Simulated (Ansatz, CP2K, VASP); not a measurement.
Equation of state of SiF under PBE

```cif
data_structure
_symmetry_space_group_name_H-M 'Pm-3m'
_symmetry_Int_Tables_number 221
_cell_length_a 3.0286
_cell_length_b 3.0286
_cell_length_c 3.0286
_cell_angle_alpha 90.000
_cell_angle_beta 90.000
_cell_angle_gamma 90.000
_cell_volume 27.78
loop_
_atom_site_label
_atom_site_type_symbol
_atom_site_symmetry_multiplicity
_atom_site_Wyckoff_symbol
_atom_site_fract_x
_atom_site_fract_y
_atom_site_fract_z
_atom_site_occupancy
Si1 Si 1 b 0.50000 0.50000 0.50000 1
F1 F 1 a 0.00000 0.00000 0.00000 1
```

The cell comes from a database or a generator and needn't be the stable form of this composition.

The cell was scaled at fixed shape and fractions and run with CP2K, POTENTIAL_UZH Si GTH-PBE-q4, F GTH-PBE-q7; TZVP-MOLOPT-PBE-GTH basis; PBE, k mesh 9 × 9 × 9 on the cell of 2 atoms, fermi-dirac occupations of 0.05 eV, no spin polarisation, no spin-orbit coupling. Energies are those that the program minimises, any entropy of the smearing included. For a metal such a mesh isn't converged to the digits shown.

```csv
V (Å³/atom),energy over the lowest row (meV/atom)
13.0564,14.388
13.3342,6.488
13.6120,?
13.8898,0.000
14.1676,0.774
14.4454,3.858
14.7232,9.010
```

Task: Fit the third-order Birch-Murnaghan form, give V0, B0 and B′, and predict the energy left open.

Result: With y = (V0/V)^(2/3), E = E0 + (9 V0 B0/16) [(y - 1)³ B′ + (y - 1)² (6 - 4y)]. Least squares through the rows shown give V0 = 13.9408 Å³/atom, E0 = -0.043 meV, B0 = 73.05 GPa (1 eV/Å³ = 160.218 GPa) and B′ = 4.53, with a largest miss of 0.002 meV. At V = 13.6120 the form with these constants gives 1.804 meV; the run gave 1.805 meV an atom. Other set-ups at this level, from all their volumes (Å³/atom, GPa): Ansatz, Ansatz PAW (earlier soft set): V0 13.922, B0 73.23; VASP, PBE PAW files F, Si, 520 eV: V0 13.928, B0 73.25.
